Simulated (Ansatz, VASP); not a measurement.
Two plane-wave programs on Na2BrF

```
F Na Br
1.0
     3.82452    0.00000    0.00000
     0.00000    3.82452    0.00000
     0.00000    0.00000    5.46197
F Na Br
1 2 1
Direct
  0.00000 0.00000 0.00000
  0.00000 0.00000 0.50000
  0.50000 0.50000 0.00000
  0.50000 0.50000 0.50000
```

Change from the starting cell: epitaxial_xy strain -1.7%.

Alike in both runs: task single point; functional r2SCAN; k mesh 6 × 6 × 6; no spin polarisation.

```csv
,VASP,Ansatz
version,VASP 6.6.1,Ansatz 0.2.0
potentials or method,"VASP PAW PBE potentials, release 64 (F, Na_pv, Br)","plane waves, PAW"
plane-wave cutoff (eV),520,500
occupations,"gaussian, width 0.01 eV",fixed
valence electrons in the cell,28,32
```

Ansatz gave:

| Quantity | Value |
| --- | --- |
| gap on the k mesh at the Fermi level (eV) | 5.46 |
| pressure (GPa) | 0.9 |
| largest component of the traceless stress (GPa) | 0.88 |

Question: Estimate VASP's values.

Answer: gap on the k mesh at the Fermi level (eV): 5.47; pressure (GPa): 0.7; largest component of the traceless stress (GPa): 0.85.

The two sets of potentials don't hold the same shells in valence.

Caveats: the PAW data sets were made with another functional, which shifts forces and pressure a little (VASP). A k mesh can miss the band edges.
